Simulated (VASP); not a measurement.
Output of a VASP run:

OUTCAR:
```
 ion  position               nearest neighbor table
   1  0.667  0.333  0.500-   4 2.69   4 2.69   4 2.69   3 2.69
   2  0.333  0.667  0.000-   3 2.69   3 2.69   3 2.69   4 2.69
   3  0.667  0.333  0.876-   2 2.69   2 2.69   2 2.69   1 2.69
   4  0.333  0.667  0.376-   1 2.69   1 2.69   1 2.69   2 2.69
  LATTYP: Found a hexagonal cell.
 ALAT       =     4.3965016008
 C/A-ratio  =     1.6283343091
 Subroutine PRICEL returns:
 Original cell was already a primitive cell.
 Subroutine GETGRP returns: Found 12 space group operations
The static configuration has the point symmetry C_3v.
 The point group associated with its full space group is C_6v.
The dynamic configuration has the point symmetry C_3v.
 Subroutine INISYM returns: Found 12 space group operations
 Subroutine IBZKPT returns following result:
 Found     10 irreducible k-points:

 Following reciprocal coordinates:
            Coordinates               Weight
  0.000000  0.000000  0.000000      1.000000
  0.200000  0.000000  0.000000      6.000000
  0.400000 -0.000000  0.000000      6.000000
  0.200000  0.200000  0.000000      6.000000
  0.400000  0.200000  0.000000      6.000000
  0.000000  0.000000  0.333333      2.000000
  0.200000  0.000000  0.333333     12.000000
  0.400000 -0.000000  0.333333     12.000000
  0.200000  0.200000  0.333333     12.000000
  0.400000  0.200000  0.333333     12.000000
   k-points           NKPTS =     10   k-points in BZ     NKDIM =     10   number of bands    NBANDS=     22
   number of dos      NEDOS =    301   number of ions     NIONS =      4
   total plane-waves  NPLWV =  55296
   dimension x,y,z NGX =    32 NGY =   32 NGZ =   54
   dimension x,y,z NGXF=    64 NGYF=   64 NGZF=  108
   ions per type =               2   2
   PREC   = accura    normal or accurate (medium, high low for compatibility)
   ISTART =      0    job   : 0-new  1-cont  2-samecut
   ICHARG =      2    charge: 1-file 2-atom 10-const
   ISPIN  =      1    spin polarized calculation?
   LNONCOLLINEAR =      F non collinear calculations
   LSORBIT =      F    spin-orbit coupling
   INIWAV =      1    electr: 0-lowe 1-rand  2-diag
   ENCUT  =  480.0 eV  35.28 Ry    5.94 a.u.   7.85  7.85 12.79*2*pi/ulx,y,z
   NELM   =    100;   NELMIN=  2; NELMDL= -5     # of ELM steps
   EDIFF  = 0.1E-05   stopping-criterion for ELM
   LREAL  =      F    real-space projection
   NLSPLINE    = F    spline interpolate recip. space projectors
   LMAXMIX     =    4 max onsite mixed and CHGCAR
   VOSKOWN=      0    Vosko Wilk Nusair interpolation
   EDIFFG = -.2E-01   stopping-criterion for IOM
   NSW    =     60    number of steps for IOM
   NBLOCK =      1;   KBLOCK =     60    inner block; outer block
   IBRION =      2    ionic relax: 0-MD 1-quasi-New 2-CG
   NFREE  =      1    steps in history (QN), initial steepest desc. (CG)
   ISIF   =      3    stress and relaxation
   ISYM   =      2    0-nonsym 1-usesym 2-fastsym
   TEIN   =    0.0    initial temperature
   TEBEG  =    0.0;   TEEND  =   0.0 temperature during run
   SMASS  =  -3.00    Nose mass-parameter (am)
   PSTRESS=    0.0 pullay stress
   NELECT =      36.0000    total number of electrons
   EFERMI =   0.00;   METHOD = LEGACY
   ISMEAR =     0;   SIGMA  =   0.05  broadening in eV -4-tet -1-fermi 0-gaus
   IALGO  =     38    algorithm
   LDIAG  =      T    sub-space diagonalisation (order eigenvalues)
   IMIX   =      4    mixing-type and parameters
     AMIX     =   0.40;   BMIX     =  1.00
     AMIX_MAG =   1.60;   BMIX_MAG =  1.00
     AMIN     =   0.10
   GGA     = PE    functional components
   VOSKOWN =     0    Vosko Wilk Nusair interpolation
   LHFCALC =     F    Hartree Fock is set to
   LHFONE  =     F    Hartree Fock one center treatment
   AEXX    =    0.0000 exact exchange contribution
   IVDW    =     0    specifies the selected vdW correction
   LEPSILON=     F    determine dielectric tensor
   LRPA    =     F    only Hartree local field effects (RPA)
  energy-cutoff  :      480.00
  volume of cell :      119.84
...
```

### OSZICAR
```
       N       E                     dE             d eps       ncg     rms          rms(c)
DAV:   1     0.232706141530E+03    0.23271E+03   -0.16568E+04   440   0.138E+03
DAV:   2     0.121818748605E+01   -0.23149E+03   -0.22792E+03   494   0.334E+02
DAV:   3    -0.116423325862E+02   -0.12861E+02   -0.12820E+02   530   0.789E+01
DAV:   4    -0.117578363248E+02   -0.11550E+00   -0.11546E+00   488   0.742E+00
DAV:   5    -0.117588105123E+02   -0.97419E-03   -0.97417E-03   536   0.638E-01    0.804E+00
DAV:   6    -0.110117033726E+02    0.74711E+00   -0.17058E+00   524   0.124E+01    0.637E+00
DAV:   7    -0.109804670244E+02    0.31236E-01   -0.56282E-01   488   0.410E+00    0.262E+00
DAV:   8    -0.109798343905E+02    0.63263E-03   -0.58170E-02   476   0.264E+00    0.352E-01
DAV:   9    -0.109796700034E+02    0.16439E-03   -0.92825E-03   518   0.119E+00    0.112E-01
DAV:  10    -0.109798395214E+02   -0.16952E-03   -0.10077E-03   488   0.368E-01    0.789E-02
DAV:  11    -0.109799649691E+02   -0.12545E-03   -0.31871E-04   476   0.120E-01    0.239E-02
DAV:  12    -0.109799333351E+02    0.31634E-04   -0.13826E-04   530   0.116E-01    0.734E-03
DAV:  13    -0.109799370608E+02   -0.37257E-05   -0.19775E-05   458   0.255E-02    0.865E-03
DAV:  14    -0.109799366539E+02    0.40689E-06   -0.11197E-06   376   0.618E-03
   1 F= -.10979937E+02 E0= -.10979937E+02  d E =-.109799E+02
       N       E                     dE             d eps       ncg     rms          rms(c)
DAV:   1    -0.109813743611E+02   -0.14373E-02   -0.42500E-02   440   0.195E+00    0.269E-01
DAV:   2    -0.109801984847E+02    0.11759E-02   -0.34751E-03   494   0.709E-01    0.943E-02
DAV:   3    -0.109800453264E+02    0.15316E-03   -0.35625E-04   476   0.155E-01    0.773E-02
DAV:   4    -0.109800193836E+02    0.25943E-04   -0.53767E-05   500   0.546E-02    0.124E-02
DAV:   5    -0.109800190847E+02    0.29891E-06   -0.12160E-05   464   0.390E-02    0.643E-03
DAV:   6    -0.109800194220E+02   -0.33722E-06   -0.13232E-06   220   0.120E-02
   2 F= -.10980019E+02 E0= -.10980019E+02  d E =-.827681E-04
```

### OUTCAR
```
------------------------ aborting loop because EDIFF is reached ----------------------------------------
  FORCE on cell =-STRESS in cart. coord.  units (eV):
  Direction    XX          YY          ZZ          XY          YZ          ZX
  --------------------------------------------------------------------------------------
  Total        0.0123883      0.0123883      0.0235136      0.0000000      0.0000000      0.0000000
  in kB        0.1659379      0.1659379      0.3149582      0.0000000      0.0000000      0.0000000
  external PRESSURE =       0.2156114 kB  Pullay stress =       0.0000000 kB
  volume of cell :      119.61
      direct lattice vectors                 reciprocal lattice vectors
     4.392126844  0.000000000  0.000000000     0.227680128  0.131451195  0.000000000
    -2.196063422  3.803693065 -0.000000000    -0.000000000  0.262902391  0.000000000
     0.000000000 -0.000000000  7.159726465    -0.000000000 -0.000000000  0.139670140
  FREE ENERGIE OF THE ION-ELECTRON SYSTEM (eV)
  ---------------------------------------------------
  free  energy   TOTEN  =       -10.9800194220 eV

  energy  without entropy=      -10.9800194220  energy(sigma->0) =      -10.98001942

 reached required accuracy - stopping structural energy minimisation
```
(Selected blocks of OUTCAR.)

File POSCAR:
```
CdSe
1
    4.3965016008     0.0000000000     0.0000000000
   -2.1982508004     3.8074817149     0.0000000000
    0.0000000000     0.0000000000     7.1589743965
Cd Se
2 2
Direct
  0.6666670000   0.3333330000   0.5000555654
  0.3333330000   0.6666670000   0.0000555654
  0.6666670000   0.3333330000   0.8758044346
  0.3333330000   0.6666670000   0.3758044346
```

**Question.** Write an INCAR and KPOINTS that could have produced this output.

**Answer.** One answer among several that fit: the input of the run itself, PBE GGA, plane waves, VASP's PBE PAW potentials (set 64).

**INCAR**
```
SYSTEM = CdSe
PREC = Accurate
ENCUT = 480
EDIFF = 1E-6
NELM = 100
ALGO = Normal
LREAL = .FALSE.
LASPH = .TRUE.
ISMEAR = 0
SIGMA = 0.05
GGA = PE
LMAXMIX = 4
LWAVE = .FALSE.
LCHARG = .FALSE.
IBRION = 2
ISIF = 3
NSW = 60
EDIFFG = -0.02
```

**KPOINTS**
```
Automatic mesh
0
Gamma
5 5 3
0 0 0
```

POTCAR, in this order: Cd Se (PBE.64 set). Program: vasp_std.

The structure comes from a computed database's CdSe entry (P6_3mc); how it stands against other phases isn't given here. This run relaxes it. Symmetry was kept, so distortions that lower it aren't found. The start is the result of an earlier pass.
